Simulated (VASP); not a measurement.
A cell of LiF (rock salt) near equilibrium:

```
CELL_PARAMETERS angstrom
      0.00000     1.98967     1.98967
      1.98967     0.00000     1.98967
      1.98967     1.98967     0.00000
ATOMIC_POSITIONS crystal
  Li 0.00000 0.00000 0.00000
  F  0.50000 0.50000 0.50000
```

Level of theory: r2SCAN meta-GGA, VASP's PBE PAW potentials (set 64) (plane waves; VASP).

| run | ΔE (meV/atom) | σxx | σyy | σzz | largest shear component, with its sign (GPa) | gap (eV) |
|---|---|---|---|---|---|---|
| as it is | 0.0 | -0.33 | -0.33 | -0.33 | 0.00 | 10.63 |
| after one change | 1.3 | -2.82 | -2.82 | -2.82 | 0.00 | 10.34 |
Stress is in GPa, positive when the cell is compressed; gaps are those on the k-mesh, and 0.00 means metallic.

### Question
What was changed between the two runs?
(A) uniaxial strain of +1.0 % along x
(B) shear strain γ_xy = -0.5 %
(C) isotropic strain of +1.0 %
(D) biaxial strain of -3.0 % in the xz plane

### Answer
C, isotropic strain of +1.0 %

The compound is LiF in the rock salt structure.
